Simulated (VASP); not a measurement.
Level of theory: revPBE GGA, VASP's PBE PAW potentials (set 64) (plane waves; VASP).

The input files of a VASP run:

### INCAR
```
! general
SYSTEM  = Al3Sc
PREC    = Accurate
ENCUT   = 520
LREAL   = .False.
LASPH   = .True.

! electronic loop
EDIFF   = 1E-7
NELM    = 100
ALGO    = Normal
LMAXMIX = 4

! smearing
ISMEAR  = 1
SIGMA   = 0.1

! functional
GGA     = RE

! ions
ISIF    = 2

! output
LWAVE   = .False.
LCHARG  = .False.
```

### KPOINTS
```
Automatic
0
gamma
8 8 8
0 0 0
```

### POSCAR
```
Al3Sc
1
    4.0841073576     0.0000000000     0.0000000000
    0.0000000000     4.0841073576     0.0000000000
    0.0000000000     0.0000000000     4.0841073576
Sc Al
1 3
Direct
  0.0000000000   0.0000000000   0.0000000000
  0.0000000000   0.5000000000   0.5000000000
  0.5000000000   0.0000000000   0.5000000000
  0.5000000000   0.5000000000   0.0000000000
```

POTCAR, in this order: Sc_sv Al (PBE.64 set). Program: vasp_std.

**Question.** Predict the energy per atom (σ→0), pressure, band gap (on the k-mesh).

**Answer.** 
The energy per atom (σ→0) is -4.599 eV/atom, the band gap (on the k-mesh) is none (metal, semimetal or under 0.01 eV) and the pressure comes out as 2.95 GPa.

File OSZICAR:
```
...
DAV:   9    -0.183946239878E+02    0.25784E-03   -0.27352E-03  1268   0.427E-01    0.839E-02
DAV:  10    -0.183945921499E+02    0.31838E-04   -0.16746E-04  1514   0.138E-01    0.784E-02
DAV:  11    -0.183945865108E+02    0.56391E-05   -0.28805E-05  1514   0.360E-02    0.479E-02
DAV:  12    -0.183945786754E+02    0.78354E-05   -0.26010E-05  1436   0.480E-02    0.645E-03
DAV:  13    -0.183945788633E+02   -0.18787E-06   -0.91203E-07  1252   0.866E-03    0.269E-03
DAV:  14    -0.183945789949E+02   -0.13162E-06   -0.22135E-07   964   0.510E-03    0.102E-03
DAV:  15    -0.183945789875E+02    0.74315E-08   -0.27147E-08   718   0.301E-03
   1 F= -.18394579E+02 E0= -.18394107E+02  d E =-.141729E-02
```

The compound is Al3Sc in the L1_2 structure. This cell is one point of a volume scan, at 0.97 of the reference volume.
